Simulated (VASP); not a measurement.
VASP input:

### KPOINTS
```
Automatic mesh
0
Gamma
16 16 8
0 0 0
```

**POSCAR**
```
Zn
1.0
  1.3013869122  -2.2540686674   0.0000000000
  1.3013869122   2.2540686674   0.0000000000
  0.0000000000   0.0000000000   4.5749466799
Zn
2
Cartesian
  1.3013869122   0.7513577252   1.1437366700
  1.3013869122  -0.7513577252   3.4312100099
```

INCAR:
```
ALGO  =  Normal
LREAL  =  F   ! projection in real space or not
ISMEAR  =  1   ! Methfessel-Paxton
ENCUT  =  520
EDIFF  =  1E-7
LUSE_VDW  =  T
IBRION  =  2
LCHARG  =  F
LWAVE  =  F
NSW  =  30   ! most ionic steps
LASPH  =  T   ! aspherical one-centre terms
AGGAC  =  0.0
EDIFFG  =  -0.01   ! ionic stop
LMAXMIX  =  4
ISIF  =  4
NELM  =  100   ! most electronic steps
SIGMA  =  0.1   ! width (eV)
SYSTEM  =  Zn
GGA  =  CX
PREC  =  Accurate
```

POTCAR, in this order: Zn (PBE.64 set). Program: vasp_std.

### Question
Write an equivalent input for Quantum ESPRESSO's pw.x.

### Answer
One equivalent input (not run):
```
&CONTROL
  calculation = 'vc-relax'
  pseudo_dir = './pseudo'
  outdir = './out'
  tprnfor = .true.
  tstress = .true.
  nstep = 30
  forc_conv_thr = 0.00039
/
&SYSTEM
  ibrav = 0
  nat = 2
  ntyp = 1
  ecutwfc = 84
  occupations = 'smearing'
  smearing = 'methfessel-paxton'
  degauss = 0.00735
  input_dft = 'vdw-df-cx'
/
&ELECTRONS
  conv_thr = 7.3e-09
  electron_maxstep = 100
/
&IONS
/
&CELL
  cell_dofree = 'shape'
/
ATOMIC_SPECIES
  Zn 65.380 Zn.upf
CELL_PARAMETERS angstrom
     1.3013869   -2.2540687    0.0000000
     1.3013869    2.2540687    0.0000000
     0.0000000    0.0000000    4.5749467
ATOMIC_POSITIONS crystal
  Zn   0.3333330  0.6666670  0.2500000
  Zn   0.6666670  0.3333330  0.7500000
K_POINTS automatic
  16 16 8 0 0 0
```
What does not carry over: the potentials are each code's own (VASP's PAW set, PseudoDojo norm-conserving files in pw.x), so ENCUT and ecutwfc are chosen apart and not converted; conv_thr bounds pw.x's estimated SCF error, while EDIFF bounds the energy change between steps; forc_conv_thr acts on force components and is met together with etot_conv_thr.

The compound is Zn in the hcp structure. This cell is one point of a volume scan, at 0.94 of the reference volume. Symmetry was kept, so distortions that lower it aren't found.
